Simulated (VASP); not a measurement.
Input:

```yaml
crystal:
  lattice:
    - [2.74793, 0.00000, 0.00000]
    - [0.00000, 2.74793, 0.00000]
    - [0.00000, 0.00000, 3.77457]
  atoms:
    - { symbol: Fe, position: [0.00000, 0.00000, 0.00000], spin: 3.0 }
    - { symbol: Pt, position: [0.50000, 0.50000, 0.50000], spin: 0.3 }
```

These are revPBE GGA, VASP's PBE PAW potentials (set 64) (plane waves; VASP) values and carry that method's errors. Run with 520 eV cut-off, 15×15×11 Γ-centred mesh, tetrahedra with Blöchl corrections, potentials Fe Pt.

Unless said otherwise, spin-orbit coupling is left out, though it shifts the bands of the heavy elements here.

Q: What does the run give for the cell moment, energy per atom (σ→0), band gap (on the k-mesh) with the smallest direct gap where there is one?

A: 
- band gap (on the k-mesh) = none (metal, semimetal or under 0.01 eV)
- cell moment = 3.34 μB
- energy per atom (σ→0) = -6.973 eV/atom

Q: Give the moment on each site (PAW-sphere projection).

A: 
| site | moment (μB) |
|---|---|
| Fe1 | 3.00 |
| Pt2 | 0.32 |

The absolute energy has meaning only against runs of the same code, potentials and settings.

The compound is FePt in the L1_0 structure. It was relaxed first.
